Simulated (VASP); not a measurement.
Input:

```
CELL_PARAMETERS angstrom
      4.13021     0.00000     0.00000
      0.00000     4.13021     0.00000
      0.00000     0.00000     2.65509
ATOMIC_POSITIONS crystal
  Si 0.00000 0.00000 0.00000
  Si 0.50000 0.50000 0.50000
  O  0.30479 0.30479 0.00000
  O  0.80479 0.19521 0.50000
  O  0.19521 0.80479 0.50000
  O  0.69521 0.69521 0.00000
```

Computed with LDA (Ceperley-Alder, Perdew-Zunger), VASP's LDA PAW potentials (set 64) (plane waves; VASP). Settings: 620 eV cut-off, 6×6×8 Γ-centred mesh, Gaussian smearing of 0.050 eV, potentials Si O.

**Question.** The ions, cell shape and volume at an external pressure of 10.0 GPa are relaxed. What does this cell relax into?

**Answer.** 
```
CELL_PARAMETERS angstrom
      4.10703     0.00000     0.00000
      0.00000     4.10703     0.00000
      0.00000     0.00000     2.64667
ATOMIC_POSITIONS crystal
  Si 0.00000 0.00000 0.00000
  Si 0.50000 0.50000 0.50000
  O  0.30433 0.30433 0.00000
  O  0.80433 0.19567 0.50000
  O  0.19567 0.80433 0.50000
  O  0.69567 0.69567 0.00000
```
Space group P4_2/mnm (136), at a tolerance of 0.03 Å.

**Question.** How do energy and volume change from the first to the last step?

**Answer.** The energy (σ→0) changes by +5.0 meV/atom and the volume by -1.4 %, in 5 ionic steps.

The compound is SiO2 in the rutile structure, stishovite, a high-pressure form. This run relaxes it under an external pressure of 10 GPa. Symmetry was kept, so distortions that lower it aren't found.
